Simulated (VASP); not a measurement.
Calculation: TPSS meta-GGA, VASP's PBE PAW potentials (set 64) (plane waves; VASP).

The input files of a VASP run:

POSCAR:
```
GdN
1
    0.0000000000     2.4357732647     2.4357732647
    2.4357732647     0.0000000000     2.4357732647
    2.4357732647     2.4357732647     0.0000000000
Gd N
1 1
Direct
  0.0000000000   0.0000000000   0.0000000000
  0.5000000000   0.5000000000   0.5000000000
```

### KPOINTS
```
Automatic mesh
0
Gamma
13 13 13
0 0 0
```

### INCAR
```
# general
SYSTEM  = GdN
PREC    = Accurate
ENCUT   = 520
LREAL   = .False.
LASPH   = .True.

# electronic loop
EDIFF   = 1E-7
NELM    = 100
ALGO    = Normal
LMAXMIX = 6
LMIXTAU = .True.

# smearing
ISMEAR  = 1
SIGMA   = 0.1

# functional
METAGGA = TPSS

# ions
ISIF    = 2

# output
LWAVE   = .False.
LCHARG  = .False.
```

POTCAR, in this order: Gd_3 N (PBE.64 set). Program: vasp_std.

The 4f electrons are frozen in the core of the lanthanide potential, so 4f levels, which can set the real gap, and their magnetism are missing.

Problem. Predict the energy per atom (σ→0), pressure, band gap (on the k-mesh).

Solution. 
```yaml
energy per atom (σ→0): -11.322 eV/atom
band gap (on the k-mesh): none (metal, semimetal or under 0.01 eV)
pressure: 11.25 GPa
```

OSZICAR:
```
...
DAV:  17    -0.226443240781E+02   -0.28464E-04   -0.13427E-04  2499   0.997E-02    0.383E-02
DAV:  18    -0.226443308228E+02   -0.67447E-05   -0.40164E-06  2176   0.210E-02    0.233E-02
DAV:  19    -0.226443285247E+02    0.22981E-05   -0.36767E-07  2160   0.783E-03    0.153E-02
DAV:  20    -0.226443295622E+02   -0.10375E-05   -0.41452E-06  2175   0.126E-02    0.231E-03
DAV:  21    -0.226443288321E+02    0.73012E-06   -0.19898E-07  1949   0.460E-03    0.315E-03
DAV:  22    -0.226443289995E+02   -0.16739E-06   -0.36515E-08  1113   0.168E-03    0.167E-03
DAV:  23    -0.226443290388E+02   -0.39313E-07   -0.26973E-08  1104   0.102E-03
   1 F= -.22644329E+02 E0= -.22644364E+02  d E =0.104681E-03
```

The compound is GdN in the rock salt structure. This cell is one point of a volume scan, at 0.94 of the reference volume.
